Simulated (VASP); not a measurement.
Input:

```
Rb
1.0
   -2.82500     2.82500     2.82500
    2.82500    -2.82500     2.82500
    2.82500     2.82500    -2.82500
Rb
1
Cartesian
  0.00000   0.00000   0.00000
```

Method: PBE GGA, VASP's PBE PAW potentials (set 64) (plane waves; VASP). Settings: 400 eV cut-off, 8×8×8 Γ-centred mesh, first-order Methfessel-Paxton smearing of 0.10 eV, potentials Rb_sv.

Q: The ions, cell shape and volume are relaxed. Predict the relaxed structure.

A: 
```
Rb
1.0
   -2.83621     2.83621     2.83621
    2.83621    -2.83621     2.83621
    2.83621     2.83621    -2.83621
Rb
1
Direct
  0.00000   0.00000   0.00000
```
Space group Im-3m (229), at a tolerance of 0.03 Å.

Q: How do energy and volume change from the first to the last step?

A: The energy (σ→0) changes by -0.1 meV/atom and the volume by +1.2 %, in 3 ionic steps.

The compound is Rb in the bcc structure. This run relaxes it. Symmetry was kept, so distortions that lower it aren't found.
